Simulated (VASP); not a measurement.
Computed with LDA (Ceperley-Alder, Perdew-Zunger), VASP's LDA PAW potentials (set 64) (plane waves; VASP).

The input files of a VASP run:

### INCAR
```
SYSTEM = Rb
PREC = Accurate
ENCUT = 400
EDIFF = 1E-7
NELM = 100
ALGO = Normal
LREAL = .FALSE.
LASPH = .TRUE.
ISMEAR = 1
SIGMA = 0.1
LMAXMIX = 4
LWAVE = .FALSE.
LCHARG = .FALSE.
IBRION = 6
NFREE = 2
POTIM = 0.015
NSW = 1
ISIF = 2
LPHON_DISPERSION = .TRUE.
```

### QPOINTS
```
k-points along high-symmetry lines
13
Line-mode
Cartesian
  0.000000   0.000000   0.000000 ! GAMMA
  0.000000   0.185936   0.000000 ! H

  0.000000   0.185936   0.000000 ! H
  0.092968   0.092968   0.000000 ! N

  0.092968   0.092968   0.000000 ! N
  0.000000   0.000000   0.000000 ! GAMMA

  0.000000   0.000000   0.000000 ! GAMMA
  0.092968   0.092968   0.092968 ! P

  0.092968   0.092968   0.092968 ! P
  0.000000   0.185936   0.000000 ! H

  0.092968   0.092968   0.092968 ! P
  0.092968   0.092968   0.000000 ! N
```

File POSCAR:
```
Rb
13.9729590
 -0.5773502852   0.5773502852   0.5773502852
  0.5773502852  -0.5773502852   0.5773502852
  0.5773502852   0.5773502852  -0.5773502852
Rb
27
Cart
  0.0000000000   0.0000000000   0.0000000000
  0.1924500951   0.1924500951  -0.1924500951
  0.3849001902   0.3849001902  -0.3849001902
  0.1924500951  -0.1924500951   0.1924500951
  0.3849001901   0.0000000000  -0.0000000000
  0.5773502852   0.1924500951  -0.1924500951
  0.3849001902  -0.3849001902   0.3849001902
  0.5773502852  -0.1924500951   0.1924500951
  0.7698003803   0.0000000000  -0.0000000000
 -0.1924500951   0.1924500951   0.1924500951
  0.0000000000   0.3849001901  -0.0000000000
  0.1924500951   0.5773502852  -0.1924500951
  0.0000000000  -0.0000000000   0.3849001901
  0.1924500951   0.1924500951   0.1924500951
  0.3849001902   0.3849001902  -0.0000000001
  0.1924500951  -0.1924500951   0.5773502852
  0.3849001902  -0.0000000001   0.3849001902
  0.5773502853   0.1924500951   0.1924500951
 -0.3849001902   0.3849001902   0.3849001902
 -0.1924500951   0.5773502852   0.1924500951
  0.0000000000   0.7698003803  -0.0000000000
 -0.1924500951   0.1924500951   0.5773502852
 -0.0000000001   0.3849001902   0.3849001902
  0.1924500951   0.5773502853   0.1924500951
  0.0000000000  -0.0000000000   0.7698003803
  0.1924500951   0.1924500951   0.5773502853
  0.3849001902   0.3849001902   0.3849001902
```

**KPOINTS**
```
Automatic mesh
0
Gamma
3 3 3
0 0 0
```

POTCAR, in this order: Rb_sv (LDA.64 set). Program: vasp_std.

The run wrote:

File OUTCAR:
```
 ion  position               nearest neighbor table
   1  0.000  0.000  0.000-   2 4.66   3 4.66   4 4.66   7 4.66  10 4.66  14 4.66  19 4.66  27 4.66
                            13 5.38   9 5.38   5 5.38  21 5.38  25 5.38  11 5.38
   2  0.000  0.000  0.333-   1 4.66   5 4.66   8 4.66  11 4.66  20 4.66  25 4.66  15 4.66   3 4.66
                            19 5.38  14 5.38   7 5.38  26 5.38   6 5.38  12 5.38
   3  0.000  0.000  0.667-   1 4.66   6 4.66   9 4.66  12 4.66  13 4.66  21 4.66  26 4.66   2 4.66
                            15 5.38   4 5.38  10 5.38  27 5.38  20 5.38   8 5.38
   4  0.000  0.333  0.000-   1 4.66   5 4.66   6 4.66  13 4.66  21 4.66  22 4.66  17 4.66   7 4.66
                            19 5.38  14 5.38   3 5.38  24 5.38  16 5.38   8 5.38
   5  0.000  0.333  0.333-   2 4.66   4 4.66  14 4.66  19 4.66  23 4.66  18 4.66   6 4.66   8 4.66
                            20 5.38  22 5.38   1 5.38  17 5.38  15 5.38   9 5.38
   6  0.000  0.333  0.667-   3 4.66   4 4.66  15 4.66  24 4.66  20 4.66  16 4.66   5 4.66   9 4.66
                            21 5.38  13 5.38   2 5.38   7 5.38  23 5.38  18 5.38
   7  0.000  0.667  0.000-   1 4.66   8 4.66   9 4.66  11 4.66  16 4.66  25 4.66  24 4.66   4 4.66
                            17 5.38   2 5.38  10 5.38  27 5.38  22 5.38   6 5.38
   8  0.000  0.667  0.333-   2 4.66   7 4.66  17 4.66  26 4.66  22 4.66  12 4.66   5 4.66   9 4.66
                            25 5.38  11 5.38   3 5.38  23 5.38   4 5.38  18 5.38
   9  0.000  0.667  0.667-   3 4.66   7 4.66  10 4.66  18 4.66  27 4.66  23 4.66   6 4.66   8 4.66
                             1 5.38  12 5.38  16 5.38  26 5.38  24 5.38   5 5.38
  10  0.333  0.000  0.000-   1 4.66   9 4.66  11 4.66  12 4.66  13 4.66  16 4.66  23 4.66  19 4.66
                             3 5.38  18 5.38   7 5.38  14 5.38  22 5.38  20 5.38
  11  0.333  0.000  0.333-   2 4.66   7 4.66  10 4.66  14 4.66  17 4.66  24 4.66  20 4.66  12 4.66
                             8 5.38   1 5.38  16 5.38  23 5.38  15 5.38  21 5.38
  12  0.333  0.000  0.667-   3 4.66  10 4.66  15 4.66  18 4.66   8 4.66  22 4.66  21 4.66  11 4.66
                             9 5.38  13 5.38  19 5.38  17 5.38   2 5.38  24 5.38
  13  0.333  0.333  0.000-   3 4.66   4 4.66  10 4.66  14 4.66  15 4.66  26 4.66  22 4.66  16 4.66
                            12 5.38   6 5.38   1 5.38  23 5.38  17 5.38  25 5.38
  14  0.333  0.333  0.333-   1 4.66   5 4.66  11 4.66  13 4.66  15 4.66  17 4.66  23 4.66  27 4.66
                             4 5.38   2 5.38  10 5.38  24 5.38  26 5.38  18 5.38
  15  0.333  0.333  0.667-   6 4.66  12 4.66  13 4.66   2 4.66  25 4.66  18 4.66  24 4.66  14 4.66
                             3 5.38  11 5.38  22 5.38   5 5.38  16 5.38  27 5.38
  16  0.333  0.667  0.000-   7 4.66  10 4.66  17 4.66  18 4.66   6 4.66  20 4.66  13 4.66  25 4.66
                            11 5.38   9 5.38  19 5.38   4 5.38  15 5.38  26 5.38
  17  0.333  0.667  0.333-   8 4.66  11 4.66  16 4.66   4 4.66  21 4.66  18 4.66  14 4.66  26 4.66
                             7 5.38  13 5.38  20 5.38   5 5.38  12 5.38  27 5.38
  18  0.333  0.667  0.667-   9 4.66  12 4.66  16 4.66  19 4.66   5 4.66  17 4.66  15 4.66  27 4.66
                            10 5.38   6 5.38  21 5.38  25 5.38   8 5.38  14 5.38
  19  0.667  0.000  0.000-   1 4.66   5 4.66  20 4.66  21 4.66  22 4.66  25 4.66  18 4.66  10 4.66
                             4 5.38  23 5.38   2 5.38  27 5.38  16 5.38  12 5.38
  20  0.667  0.000  0.333-   2 4.66  19 4.66  23 4.66  26 4.66  16 4.66   6 4.66  11 4.66  21 4.66
                            25 5.38   5 5.38  17 5.38  24 5.38   3 5.38  10 5.38
  21  0.667  0.000  0.667-   3 4.66   4 4.66  19 4.66  24 4.66  27 4.66  17 4.66  12 4.66  20 4.66
                            22 5.38   1 5.38   6 5.38  26 5.38  18 5.38  11 5.38
  22  0.667  0.333  0.000-   4 4.66  19 4.66  23 4.66  24 4.66  12 4.66   8 4.66  13 4.66  25 4.66
                            21 5.38   5 5.38  15 5.38   7 5.38  10 5.38  26 5.38
  23  0.667  0.333  0.333-   5 4.66  20 4.66  22 4.66  10 4.66   9 4.66  14 4.66  24 4.66  26 4.66
                            19 5.38  11 5.38  13 5.38   6 5.38   8 5.38  27 5.38
  24  0.667  0.333  0.667-   6 4.66  21 4.66  22 4.66   7 4.66  11 4.66  15 4.66  23 4.66  27 4.66
                             4 5.38   9 5.38  20 5.38  25 5.38  12 5.38  14 5.38
  25  0.667  0.667  0.000-   2 4.66   7 4.66  19 4.66  26 4.66  27 4.66  15 4.66  16 4.66  22 4.66
                             8 5.38   1 5.38  20 5.38  18 5.38  24 5.38  13 5.38
  26  0.667  0.667  0.333-   8 4.66  20 4.66  25 4.66   3 4.66  13 4.66  23 4.66  17 4.66  27 4.66
                             2 5.38  22 5.38   9 5.38  16 5.38  21 5.38  14 5.38
  27  0.667  0.667  0.667-   1 4.66   9 4.66  21 4.66  25 4.66  14 4.66  24 4.66  18 4.66  26 4.66
                             3 5.38  19 5.38   7 5.38  17 5.38  15 5.38  23 5.38
  LATTYP: Found a body centered cubic cell.
 ALAT       =    16.1345837280
 Subroutine PRICEL returns following result:
  LATTYP: Found a body centered cubic cell.
 ALAT       =     5.3781945755
 Subroutine GETGRP returns: Found 48 space group operations
The static configuration has the point symmetry O_h .
The dynamic configuration has the point symmetry O_h .
 Subroutine INISYM returns: Found 48 space group operations
 Subroutine IBZKPT returns following result:
 Found      4 irreducible k-points:

 Following reciprocal coordinates:
            Coordinates               Weight
  0.000000  0.000000  0.000000      1.000000
  0.333333  0.000000  0.000000     12.000000
  0.333333  0.333333  0.000000      8.000000
 -0.333333  0.333333  0.333333      6.000000
 Subroutine IBZKPT_HF returns following result:
   k-points           NKPTS =      4   k-points in BZ     NKDIM =      4   number of bands    NBANDS=    145
...
```

### OSZICAR
```
       N       E                     dE             d eps       ncg     rms          rms(c)
DAV:   1     0.178510042209E+04    0.17851E+04   -0.83678E+04  1264   0.108E+03
DAV:   2     0.187723353590E+03   -0.15974E+04   -0.15745E+04  1420   0.272E+02
DAV:   3    -0.195613837173E+02   -0.20728E+03   -0.20600E+03  1624   0.831E+01
DAV:   4    -0.282251077275E+02   -0.86637E+01   -0.86311E+01  1432   0.190E+01
DAV:   5    -0.287333821862E+02   -0.50827E+00   -0.50802E+00  1776   0.355E+00    0.739E+00
DAV:   6    -0.287018128839E+02    0.31569E-01   -0.15955E-01  1384   0.852E-01    0.447E+00
DAV:   7    -0.286946308162E+02    0.71821E-02   -0.10709E-01  1584   0.592E-01    0.313E-01
DAV:   8    -0.286949060367E+02   -0.27522E-03   -0.83882E-03  1568   0.181E-01    0.691E-02
DAV:   9    -0.286950240709E+02   -0.11803E-03   -0.22397E-04  1760   0.327E-02    0.320E-02
DAV:  10    -0.286950455005E+02   -0.21430E-04   -0.10993E-04  1296   0.208E-02    0.744E-03
DAV:  11    -0.286950462513E+02   -0.75081E-06   -0.53218E-06  1504   0.384E-03    0.105E-03
DAV:  12    -0.286950462627E+02   -0.11391E-07   -0.18946E-07  1000   0.859E-04
   1 F= -.28695046E+02 E0= -.28683548E+02  d E =-.344935E-01
 Found     1 degrees of freedom:
       N       E                     dE             d eps       ncg     rms          rms(c)
DAV:   1    -0.286940809167E+02    0.96533E-03   -0.44249E-01  1828   0.133E+00    0.813E-02
DAV:   2    -0.286949576612E+02   -0.87674E-03   -0.96173E-03  1872   0.216E-01    0.364E-02
DAV:   3    -0.286950097835E+02   -0.52122E-04   -0.74580E-04  2608   0.400E-02    0.243E-02
DAV:   4    -0.286950054542E+02    0.43293E-05   -0.81657E-06  2064   0.662E-03    0.183E-02
DAV:   5    -0.286950014028E+02    0.40514E-05   -0.52540E-06  2031   0.620E-03    0.936E-03
DAV:   6    -0.286950006980E+02    0.70472E-06   -0.28262E-06  2024   0.383E-03    0.361E-03
DAV:   7    -0.286950007461E+02   -0.48007E-07   -0.11304E-06  2246   0.120E-03    0.119E-03
DAV:   8    -0.286950007303E+02    0.15716E-07   -0.10737E-07  1106   0.892E-04
   2 F= -.28695001E+02 E0= -.28683503E+02  d E =-.344925E-01
       N       E                     dE             d eps       ncg     rms          rms(c)
DAV:   1    -0.286921005661E+02    0.29002E-02   -0.13769E+00  1780   0.219E+00    0.128E-01
DAV:   2    -0.286948644386E+02   -0.27639E-02   -0.29729E-02  1853   0.376E-01    0.556E-02
DAV:   3    -0.286950224304E+02   -0.15799E-03   -0.21140E-03  2696   0.689E-02    0.378E-02
DAV:   4    -0.286950109082E+02    0.11522E-04   -0.22973E-05  2080   0.109E-02    0.274E-02
DAV:   5    -0.286950011321E+02    0.97761E-05   -0.18247E-05  1933   0.112E-02    0.120E-02
DAV:   6    -0.286950007129E+02    0.41918E-06   -0.58761E-06  2184   0.464E-03    0.511E-03
DAV:   7    -0.286950007554E+02   -0.42492E-07   -0.15468E-06  2517   0.178E-03    0.171E-03
DAV:   8    -0.286950007286E+02    0.26768E-07   -0.22656E-07  1592   0.114E-03
   3 F= -.28695001E+02 E0= -.28683503E+02  d E =-.344925E-01
```

**OUTCAR**
```
------------------------ aborting loop because EDIFF is reached ----------------------------------------
  FORCE on cell =-STRESS in cart. coord.  units (eV):
  Direction    XX          YY          ZZ          XY          YZ          ZX
  --------------------------------------------------------------------------------------
  Total       -0.2547640     -0.2546292     -0.2546292      0.0000000     -0.0000000     -0.0000000
  in kB       -0.1943593     -0.1942565     -0.1942565      0.0000000     -0.0000000     -0.0000000
  external PRESSURE =      -0.1942907 kB  Pullay stress =       0.0000000 kB
  volume of cell :     2100.12
      direct lattice vectors                 reciprocal lattice vectors
    -8.067291864  8.067291864  8.067291864     0.000000000  0.061978667  0.061978667
     8.067291864 -8.067291864  8.067291864     0.061978667  0.000000000  0.061978667
     8.067291864  8.067291864 -8.067291864     0.061978667  0.061978667  0.000000000
 POSITION                                       TOTAL-FORCE (eV/Angst)
 -----------------------------------------------------------------------------------
     -0.01500      0.00000      0.00000         0.006137      0.000000      0.000000
      2.68910      2.68910     -2.68910        -0.000711     -0.000799      0.000799
      5.37819      5.37819     -5.37819        -0.000716     -0.000811      0.000811
      2.68910     -2.68910      2.68910        -0.000711      0.000799     -0.000799
      5.37819      0.00000      0.00000        -0.000396      0.000000      0.000000
      8.06729      2.68910     -2.68910         0.000009     -0.000000      0.000000
      5.37819     -5.37819      5.37819        -0.000716      0.000811     -0.000811
      8.06729     -2.68910      2.68910         0.000009      0.000000     -0.000000
     10.75639      0.00000      0.00000        -0.000426      0.000000      0.000000
     -2.68910      2.68910      2.68910        -0.000716      0.000811      0.000811
      0.00000      5.37819      0.00000         0.000011      0.000000      0.000000
      2.68910      8.06729     -2.68910         0.000039      0.000000     -0.000047
      0.00000      0.00000      5.37819         0.000011      0.000000      0.000000
      2.68910      2.68910      2.68910        -0.000711     -0.000799     -0.000799
      5.37819      5.37819     -0.00000         0.000039      0.000046      0.000000
      2.68910     -2.68910      8.06729         0.000039     -0.000047      0.000000
      5.37819     -0.00000      5.37819         0.000039      0.000000      0.000046
      8.06729      2.68910      2.68910         0.000009     -0.000000     -0.000000
     -5.37819      5.37819      5.37819        -0.000711      0.000799      0.000799
     -2.68910      8.06729      2.68910         0.000039      0.000000     -0.000046
      0.00000     10.75639      0.00000         0.000011     -0.000000      0.000000
     -2.68910      2.68910      8.06729         0.000039     -0.000046      0.000000
     -0.00000      5.37819      5.37819         0.000009      0.000000      0.000000
      2.68910      8.06729      2.68910         0.000039      0.000000      0.000047
      0.00000      0.00000     10.75639         0.000011      0.000000     -0.000000
      2.68910      2.68910      8.06729         0.000039      0.000047      0.000000
      5.37819      5.37819      5.37819        -0.000716     -0.000811     -0.000811
 -----------------------------------------------------------------------------------
    total drift:                                0.000044     -0.000000     -0.000000
  FREE ENERGIE OF THE ION-ELECTRON SYSTEM (eV)
  ---------------------------------------------------
  free  energy   TOTEN  =       -28.6950007286 eV

  energy  without entropy=      -28.6605082403  energy(sigma->0) =      -28.68350323
```
(Selected blocks of OUTCAR.)

The cell is a supercell, built from Rb (bcc).
